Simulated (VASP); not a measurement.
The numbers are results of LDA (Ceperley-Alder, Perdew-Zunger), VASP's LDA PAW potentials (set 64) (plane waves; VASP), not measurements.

The input files of a VASP run:

INCAR:
```
PREC  =  Accurate
NSW  =  60
ISMEAR  =  1
ALGO  =  Normal   ! blocked Davidson
LREAL  =  .FALSE.   ! projection in real space or not
LCHARG  =  .FALSE.
ISIF  =  3
LWAVE  =  .FALSE.
NELM  =  100
EDIFF  =  1E-6
SYSTEM  =  AuZn
LMAXMIX  =  6   ! l cut-off of mixed one-centre charges
LASPH  =  .TRUE.
SIGMA  =  0.1   ! width (eV)
ENCUT  =  400   ! plane-wave cut-off (eV)
IBRION  =  2
EDIFFG  =  -0.01
```

File KPOINTS:
```
Automatic
0
G
 10 10 10
```

**POSCAR**
```
AuZn
1.0
  3.1500000000   0.0000000000   0.0000000000
  0.0000000000   3.1500000000   0.0000000000
  0.0000000000   0.0000000000   3.1500000000
Zn Au
1 1
direct
  0.5000000000   0.5000000000   0.5000000000
  0.0000000000   0.0000000000   0.0000000000
```

POTCAR, in this order: Zn Au (LDA.64 set). Program: vasp_std.

Output

File OSZICAR:
```
       N       E                     dE             d eps       ncg     rms          rms(c)
DAV:   1     0.107523918577E+03    0.10752E+03   -0.10105E+04  1712   0.167E+03
DAV:   2    -0.398106161717E+01   -0.11150E+03   -0.10845E+03  1785   0.303E+02
DAV:   3    -0.725833430832E+01   -0.32773E+01   -0.32697E+01  2044   0.627E+01
DAV:   4    -0.727585303455E+01   -0.17519E-01   -0.17518E-01  1946   0.400E+00
DAV:   5    -0.727608340130E+01   -0.23037E-03   -0.23037E-03  2100   0.465E-01    0.863E+00
DAV:   6    -0.677364460862E+01    0.50244E+00   -0.17609E+00  1715   0.159E+01    0.539E+00
DAV:   7    -0.674068831690E+01    0.32956E-01   -0.35757E-02  2321   0.424E+00    0.288E+00
DAV:   8    -0.672906041599E+01    0.11628E-01   -0.11259E-02  1984   0.127E+00    0.144E-01
DAV:   9    -0.672907039310E+01   -0.99771E-05   -0.45591E-04  1951   0.283E-01    0.708E-02
DAV:  10    -0.672906570535E+01    0.46877E-05   -0.46154E-05  2051   0.104E-01    0.172E-02
DAV:  11    -0.672906471710E+01    0.98825E-06   -0.76473E-06  1813   0.662E-02
   1 F= -.67290647E+01 E0= -.67290373E+01  d E =-.672906E+01
       N       E                     dE             d eps       ncg     rms          rms(c)
DAV:   1    -0.100001322451E+02   -0.32711E+01   -0.45347E+01  1764   0.119E+02    0.127E+01
DAV:   2    -0.695898254382E+01    0.30411E+01   -0.11465E+01  1820   0.102E+02    0.356E+00
DAV:   3    -0.678944124419E+01    0.16954E+00   -0.10441E+00  2002   0.238E+01    0.247E+00
DAV:   4    -0.675232294824E+01    0.37118E-01   -0.41266E-02  2446   0.700E+00    0.161E+00
DAV:   5    -0.671980378028E+01    0.32519E-01   -0.29972E-02  2502   0.632E+00    0.186E-01
DAV:   6    -0.671983349920E+01   -0.29719E-04   -0.59440E-03  1904   0.125E+00    0.646E-02
DAV:   7    -0.671986804129E+01   -0.34542E-04   -0.28265E-04  1834   0.171E-01    0.233E-02
DAV:   8    -0.671986218807E+01    0.58532E-05   -0.33665E-05  1940   0.760E-02    0.360E-03
DAV:   9    -0.671986241393E+01   -0.22586E-06   -0.92902E-07   915   0.118E-02
   2 F= -.67198624E+01 E0= -.67198874E+01  d E =0.920230E-02
       N       E                     dE             d eps       ncg     rms          rms(c)
DAV:   1    -0.758164963870E+01   -0.86179E+00   -0.12435E+01  1687   0.719E+01    0.594E+00
DAV:   2    -0.683752482892E+01    0.74412E+00   -0.22485E+00  1960   0.309E+01    0.246E+00
DAV:   3    -0.678215628367E+01    0.55369E-01   -0.10834E-01  1916   0.395E+00    0.159E+00
DAV:   4    -0.676561360054E+01    0.16543E-01   -0.13015E-02  2483   0.281E+00    0.330E-01
DAV:   5    -0.676424074246E+01    0.13729E-02   -0.26871E-03  1802   0.647E-01    0.406E-02
DAV:   6    -0.676425025403E+01   -0.95116E-05   -0.14061E-04  1764   0.108E-01    0.223E-02
DAV:   7    -0.676425087376E+01   -0.61973E-06   -0.18470E-05  2513   0.143E-01    0.294E-03
DAV:   8    -0.676425098738E+01   -0.11362E-06   -0.33738E-06  1301   0.351E-02
   3 F= -.67642510E+01 E0= -.67642355E+01  d E =-.351863E-01
```

File OUTCAR:
```
------------------------ aborting loop because EDIFF is reached ----------------------------------------
  FORCE on cell =-STRESS in cart. coord.  units (eV):
  Direction    XX          YY          ZZ          XY          YZ          ZX
  --------------------------------------------------------------------------------------
  Total       -0.0155663     -0.0155663     -0.0155663      0.0000000      0.0000000     -0.0000000
  in kB       -0.8380248     -0.8380248     -0.8380248      0.0000000      0.0000000     -0.0000000
  external PRESSURE =      -0.8380248 kB  Pullay stress =       0.0000000 kB
  volume of cell :       29.76
      direct lattice vectors                 reciprocal lattice vectors
     3.098941932  0.000000000  0.000000000     0.322690783  0.000000000  0.000000000
    -0.000000000  3.098941932  0.000000000    -0.000000000  0.322690783 -0.000000000
    -0.000000000  0.000000000  3.098941932    -0.000000000 -0.000000000  0.322690783
 POSITION                                       TOTAL-FORCE (eV/Angst)
 -----------------------------------------------------------------------------------
      1.54947      1.54947      1.54947        -0.000000      0.000000      0.000000
      0.00000      0.00000      0.00000         0.000000     -0.000000      0.000000
 -----------------------------------------------------------------------------------
    total drift:                                0.000000      0.000000     -0.000000
  FREE ENERGIE OF THE ION-ELECTRON SYSTEM (eV)
  ---------------------------------------------------
  free  energy   TOTEN  =        -6.7642509874 eV

  energy  without entropy=       -6.7642044941  energy(sigma->0) =       -6.76423549

 reached required accuracy - stopping structural energy minimisation
```
(Selected blocks of OUTCAR.)

File CONTCAR:
```
AuZn
   1.00000000000000
     3.0989419324784064    0.0000000000000000    0.0000000000000000
    -0.0000000000000000    3.0989419324784064    0.0000000000000000
    -0.0000000000000000    0.0000000000000000    3.0989419324784064
  Zn              Au
     1     1
Direct
     0.5000000000000000    0.5000000000000000    0.5000000000000000
     0.0000000000000000    0.0000000000000000    0.0000000000000000
```

### OUTCAR
```
 val. band max:        7.5200316409   @ k =   0.3000   0.1000   0.1000

 cond. band min:       7.6370144362   @ k =   0.4000   0.3000   0.2000


 Fermi energy:         7.5395837602

 k-point     1 :       0.0000    0.0000    0.0000
  band No.  band energies     occupation
      1      -3.6101      2.00000
      2      -0.9517      2.00000
      3      -0.9517      2.00000
      4      -0.1646      2.00000
      5      -0.1646      2.00000
      6      -0.1646      2.00000
      7       1.8562      2.00000
      8       1.8562      2.00000
      9       3.6543      2.00000
     10       3.6543      2.00000
     11       3.6543      2.00000
     12      12.4691      0.00000
     13      12.4691      0.00000
     14      12.4691      0.00000
     15      16.8051      0.00000

 k-point     2 :       0.1000    0.0000    0.0000
  band No.  band energies     occupation
      1      -3.4259      2.00000
      2      -0.9074      2.00000
      3      -0.8927      2.00000
      4      -0.1662      2.00000
      5      -0.1662      2.00000
      6      -0.1477      2.00000
      7       1.8218      2.00000
      8       1.9058      2.00000
      9       3.5066      2.00000
     10       3.5066      2.00000
     11       3.6373      2.00000
     12      11.2073      0.00000
     13      12.8231      0.00000
     14      12.8231      0.00000
     15      17.5268      0.00000

 k-point     3 :       0.2000    0.0000    0.0000
  band No.  band energies     occupation
      1      -2.8902      2.00000
      2      -0.7844      2.00000
      3      -0.7401      2.00000
      4      -0.1691      2.00000
      5      -0.1691      2.00000
      6      -0.1026      2.00000
      7       1.7246      2.00000
      8       2.0326      2.00000
      9       3.1494      2.00000
     10       3.1494      2.00000
     11       3.5918      2.00000
     12       9.0348     -0.00000
     13      13.7992      0.00000
     14      13.7992      0.00000
     15      18.1026      0.00000
...
```

Energy and stress use the plane-wave basis of the starting cell. Unless said otherwise, spin-orbit coupling is left out, though it shifts the bands of the heavy elements here.

The compound is AuZn in the CsCl type structure. This run relaxes it. Symmetry was kept, so distortions that lower it aren't found. The electron count is odd and the run is not spin-polarised, which forces a metal.
